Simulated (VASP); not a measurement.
Output of a VASP run:

File OSZICAR:
```
       N       E                     dE             d eps       ncg     rms          rms(c)
DAV:   1     0.295594255631E+02    0.29559E+02   -0.42544E+03   630   0.775E+02
DAV:   2    -0.377903733647E+00   -0.29937E+02   -0.29492E+02   726   0.146E+02
DAV:   3    -0.158798220579E+01   -0.12101E+01   -0.11991E+01   941   0.239E+01
DAV:   4    -0.162947528010E+01   -0.41493E-01   -0.41478E-01   929   0.406E+00
DAV:   5    -0.163078757924E+01   -0.13123E-02   -0.13121E-02  1008   0.446E-01    0.109E+01
DAV:   6    -0.163147585651E+01   -0.68828E-03   -0.63346E-03   715   0.107E+00    0.615E+00
DAV:   7    -0.163211197377E+01   -0.63612E-03   -0.11130E-02   719   0.139E+00    0.286E-01
DAV:   8    -0.163211208086E+01   -0.10709E-06   -0.19022E-03   973   0.255E-01    0.125E-01
DAV:   9    -0.163212995242E+01   -0.17872E-04   -0.23170E-05   901   0.541E-02    0.365E-02
DAV:  10    -0.163214996780E+01   -0.20015E-04   -0.99547E-06   748   0.314E-02    0.376E-02
DAV:  11    -0.163214935388E+01    0.61392E-06   -0.56437E-07   445   0.792E-03
   1 F= -.16321494E+01 E0= -.16322879E+01  d E =-.163215E+01
       N       E                     dE             d eps       ncg     rms          rms(c)
DAV:   1    -0.165615391365E+01   -0.24004E-01   -0.56656E-01   765   0.621E+00    0.111E+00
DAV:   2    -0.163809408764E+01    0.18060E-01   -0.42465E-02   681   0.199E+00    0.444E-01
DAV:   3    -0.163244141711E+01    0.56527E-02   -0.33026E-02   933   0.113E+00    0.370E-01
DAV:   4    -0.163323599570E+01   -0.79458E-03   -0.77984E-04   744   0.246E-01    0.177E-01
DAV:   5    -0.163374934991E+01   -0.51335E-03   -0.20855E-03   876   0.268E-01    0.291E-02
DAV:   6    -0.163374617732E+01    0.31726E-05   -0.19611E-05   781   0.333E-02    0.176E-02
DAV:   7    -0.163374717251E+01   -0.99519E-06   -0.30726E-06   688   0.230E-02
   2 F= -.16337472E+01 E0= -.16340492E+01  d E =-.159782E-02
       N       E                     dE             d eps       ncg     rms          rms(c)
DAV:   1    -0.164440839728E+01   -0.10662E-01   -0.26043E-01   763   0.421E+00    0.763E-01
DAV:   2    -0.163609930552E+01    0.83091E-02   -0.19812E-02   689   0.136E+00    0.305E-01
DAV:   3    -0.163347453125E+01    0.26248E-02   -0.14998E-02   939   0.759E-01    0.262E-01
DAV:   4    -0.163385157654E+01   -0.37705E-03   -0.26932E-04   740   0.159E-01    0.125E-01
DAV:   5    -0.163408823037E+01   -0.23665E-03   -0.10135E-03   850   0.185E-01    0.207E-02
DAV:   6    -0.163408623342E+01    0.19969E-05   -0.96460E-06   754   0.236E-02    0.125E-02
DAV:   7    -0.163408757134E+01   -0.13379E-05   -0.14329E-06   402   0.163E-02    0.265E-03
DAV:   8    -0.163408701296E+01    0.55837E-06   -0.42393E-07   337   0.443E-03
   3 F= -.16340870E+01 E0= -.16344830E+01  d E =-.193766E-02
```

### OUTCAR
```
------------------------ aborting loop because EDIFF is reached ----------------------------------------
  FORCE on cell =-STRESS in cart. coord.  units (eV):
  Direction    XX          YY          ZZ          XY          YZ          ZX
  --------------------------------------------------------------------------------------
  Total       -0.0029130     -0.0029130     -0.0029130     -0.0000000      0.0000000     -0.0000000
  in kB       -0.0856369     -0.0856369     -0.0856369     -0.0000000      0.0000000     -0.0000000
  external PRESSURE =      -0.0856369 kB  Pullay stress =       0.0000000 kB
  volume of cell :       54.50
      direct lattice vectors                 reciprocal lattice vectors
     0.000000000  3.009228254  3.009228254    -0.166155558  0.166155558  0.166155558
     3.009228254 -0.000000000  3.009228254     0.166155558 -0.166155558  0.166155558
     3.009228254  3.009228254  0.000000000     0.166155558  0.166155558 -0.166155558
 POSITION                                       TOTAL-FORCE (eV/Angst)
 -----------------------------------------------------------------------------------
      0.00000      0.00000      0.00000         0.000000      0.000000      0.000000
 -----------------------------------------------------------------------------------
    total drift:                               -0.000000     -0.000000     -0.000000
  FREE ENERGIE OF THE ION-ELECTRON SYSTEM (eV)
  ---------------------------------------------------
  free  energy   TOTEN  =        -1.6340870130 eV

  energy  without entropy=       -1.6352749247  energy(sigma->0) =       -1.63448298

 reached required accuracy - stopping structural energy minimisation
```
(Selected blocks of OUTCAR.)

### POSCAR
```
Sr
1
    0.0000000000     3.0400000000     3.0400000000
    3.0400000000     0.0000000000     3.0400000000
    3.0400000000     3.0400000000     0.0000000000
Sr
1
Direct
  0.0000000000   0.0000000000   0.0000000000
```

**Question.** Reconstruct the remaining input files.

**Answer.** This is not unique; one that fits is the input of the run itself, PBE GGA, plane waves, VASP's PBE PAW potentials (set 64).

### KPOINTS
```
Automatic
0
G
9 9 9
0 0 0
```

### INCAR
```
! general
SYSTEM  = Sr
PREC    = Accurate
ENCUT   = 400
LREAL   = .FALSE.
LASPH   = .TRUE.

! electronic loop
EDIFF   = 1E-6
NELM    = 100
ALGO    = Normal
LMAXMIX = 4

! smearing
ISMEAR  = 1
SIGMA   = 0.1

! functional
GGA     = PE

! ions
IBRION  = 2
NSW     = 60
ISIF    = 3
EDIFFG  = -0.01

! output
LWAVE   = .FALSE.
LCHARG  = .FALSE.
```

POTCAR, in this order: Sr_sv (PBE.64 set). Program: vasp_std.

Energy and stress use the plane-wave basis of the starting cell.

The compound is Sr in the fcc structure. This run relaxes it. Symmetry was kept, so distortions that lower it aren't found.
